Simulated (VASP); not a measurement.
A run of VASP 6.6.1 is set up as follows.

Contents of INCAR:

```
PREC = Accurate
ENCUT = 520
EDIFF = 1E-6
ISMEAR = 0
SIGMA = 0.1
LREAL = False
LASPH = True
NELM = 120
ALGO = Normal
ISIF = 3
LWAVE = False
LCHARG = False
GGA = PE
IBRION = 2
NSW = 90
EDIFFG = -0.01
KPAR = 8
```

Contents of KPOINTS:

```
regular mesh
0
Gamma
  12 12 12
```

The input POSCAR:

```
CaZr2N2
1.0
   -1.6280000000      1.6280000000      7.3640000000
    1.6280000000     -1.6280000000      7.3640000000
    1.6280000000      1.6280000000     -7.3640000000
Ca Zr N
1 2 2
Direct
    0.0000000000      0.0000000000      0.0000000000
    0.6773492700      0.6773492700      0.0000000000
    0.3226507300      0.3226507300      0.0000000000
    0.1699484000      0.1699484000      0.0000000000
    0.8300516000      0.8300516000      0.0000000000
```

Potentials or basis: VASP PAW PBE potentials, release 64 (Ca_sv, Zr_sv, N).

Launch:

```sh
$ cat potpaw_PBE.64/Ca_sv/POTCAR potpaw_PBE.64/Zr_sv/POTCAR potpaw_PBE.64/N/POTCAR > POTCAR
$ mpirun -np 8 vasp_std > vasp.out
```

(1) Estimate the space group after relaxing (to 0.05 Å).

(2) Estimate the relaxed cell.

(3) Predict the band gap on the k mesh.

(4) Estimate the relaxed volume.

Results:

(1) I4/mmm (No. 139).

(2) a = 7.808 Å, b = 7.808 Å, c = 7.808 Å, α = 155.90°, β = 155.90°, γ = 34.34°.

(3) none (metal or under the smearing width).

(4) 15.85 Å³/atom.
